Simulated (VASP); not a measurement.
VASP runs on IrRu (space group Pmma) share one base input (PBE GGA, plane waves, VASP's PBE PAW potentials (set 64)) and change the settings named in each case.

### POSCAR
```
IrRu
1
    4.2636560000     0.0000000000     0.0000000000
    0.0000000000     2.8224110000     0.0000000000
    0.0000000000     0.0000000000     4.3530550000
Ru Ir
2 2
Direct
  0.7500000000   0.5000000000   0.3125000000
  0.2500000000   0.5000000000   0.6875000000
  0.7500000000   0.0000000000   0.8125000000
  0.2500000000   0.0000000000   0.1875000000
```

### INCAR
```
ALGO = Normal
EDIFF = 1E-6
ENCUT = 300
GGA = PE
ISIF = 2
ISMEAR = -1
LASPH = .TRUE.
LCHARG = .FALSE.
LMAXMIX = 6
LREAL = .FALSE.
LWAVE = .FALSE.
NELM = 100
PREC = Accurate
SIGMA = 0.1
SYSTEM = IrRu
```

### KPOINTS
```
Automatic mesh
0
G
5 7 5
```

POTCAR, in this order: Ru_pv Ir (PBE.64 set). Program: vasp_std.

```tsv
change	E(σ→0) (eV/atom)	pressure (GPa)	largest force (eV/Å)	−TS (eV)
base run	-8.8169	33.76	1.354	-0.1428
GGA = PS	-9.8340	…	…	…
GGA_COMPAT = .FALSE., LNONCOLLINEAR = .TRUE., LSORBIT = .TRUE., MAGMOM = 0.0 0.0 0.0 0.0 0.0 0.0 0.0 0.0 0.0 0.0 0.0 0.0, program vasp_ncl	-9.0794	34.37	1.319	-0.1450
KPOINTS 2×3×2 Γ-centred mesh	-8.8858	32.08	1.102	-0.1090
```

Problem. Complete the blanks.

Solution. 
- GGA = PS, pressure (GPa): 21.72
- GGA = PS, largest force (eV/Å): 1.369
- GGA = PS, −TS (eV): -0.1413

Energies of different potentials or functionals have different zeros.  Unless said otherwise, spin-orbit coupling is left out, though it shifts the bands of the heavy elements here. At 300 eV the pressure can carry a Pulay error.

Left out are runs that ran out of time, are held back, or changed the cell or the kind of run, fixed moments of cells without a moment, rows past the twelfth, gaps on odd meshes, pressures of charged cells and columns that move by less than the noise.

The structure was generated: IrRu was put into an ordered model structure, which need not be its known phase. The cell was not relaxed at this level, forces remain on its atoms, its lattice was scaled by up to 2.5 %. VASP warned that the highest band is occupied, so more bands are needed.
